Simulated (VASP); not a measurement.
Consider the following.

```yaml
crystal:
  lattice:
    - [3.90265, 0.00000, 0.00000]
    - [-1.95133, 3.37979, 0.00000]
    - [0.00000, 0.00000, 6.60778]
  atoms:
    - { symbol: Sc, position: [0.00000, 0.00000, 0.00000] }
    - { symbol: Ag, position: [0.00000, 0.00000, 0.50000] }
    - { symbol: Se, position: [0.33333, 0.66667, 0.23239] }
    - { symbol: Se, position: [0.66667, 0.33333, 0.76761] }
```

Calculation: r2SCAN meta-GGA, VASP's PBE PAW potentials (set 64) (plane waves; VASP). Run with 400 eV cut-off, 7×7×4 Γ-centred mesh, tetrahedra with Blöchl corrections, potentials Sc_sv Ag Se.

The cores are frozen, which limits the accuracy of field gradients.

Q: Give the principal components of the electric field gradient (V/Å²) and the asymmetry η at each nucleus.

A: 
```json
[
 {"atom": "Sc1", "Vxx": "0.8", "Vyy": "0.8", "Vzz": "-1.5", "η": "0.00"},
 {"atom": "Ag2", "Vxx": "7.3", "Vyy": "7.3", "Vzz": "-14.6", "η": "0.00"},
 {"atom": "Se3", "Vxx": "-5.9", "Vyy": "-5.9", "Vzz": "11.8", "η": "0.00"},
 {"atom": "Se4", "Vxx": "-5.9", "Vyy": "-5.9", "Vzz": "11.8", "η": "0.00"}
]
```

The structure comes from a computed database's ScAgSe2 entry (P-3m1); how it stands against other phases isn't given here. It was relaxed first.
